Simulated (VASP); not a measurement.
CdTe (zinc blende): the bulk modulus from VASP (plane waves, PAW) at several levels of theory. Static lattice, third-order Birch-Murnaghan fit over five volumes. The measured value holds thermal and zero-point effects that the static calculation lacks.

| level | bulk modulus (GPa) | error against measurement |
|---|---|---|
| LDA | 46.0 | +5.3 % |
| PBE | 35.1 | -19.7 % |
| PBEsol | 41.2 | -5.6 % |
| SCAN | 40.5 | -7.3 % |
| r2SCAN | 40.3 | -7.9 % |
| HSE06 | 39.8 | -9.0 % |
| HSEsol | 44.3 | +1.4 % |
| PBE0 | 40.5 | -7.4 % |

Measured: 43.7 GPa (as given by Elmahjoubi et al., (2023), arXiv:2303.01780).

The cell of the LDA run:

```cif
data_CdTe
_chemical_formula_sum 'Cd1 Te1'
_space_group_name_H-M_alt 'P 1'
_space_group_IT_number 1
_cell_length_a 4.54074
_cell_length_b 4.54074
_cell_length_c 4.54074
_cell_angle_alpha 60.000
_cell_angle_beta 60.000
_cell_angle_gamma 60.000
loop_
_space_group_symop_operation_xyz
  'x, y, z'
loop_
_atom_site_label
_atom_site_type_symbol
_atom_site_fract_x
_atom_site_fract_y
_atom_site_fract_z
_atom_site_occupancy
Cd1 Cd 0.00000 0.00000 0.00000 1
Te1 Te 0.25000 0.25000 0.25000 1
```

Only levels that ran to the end are used. Left out are those held back, those with too coarse a band path, GW runs whose mesh misses a band edge, hybrids' fits of cells that aren't cubic and levels without matching references; a question may draw on a part of the rest.

The compound is CdTe in the zinc blende structure.
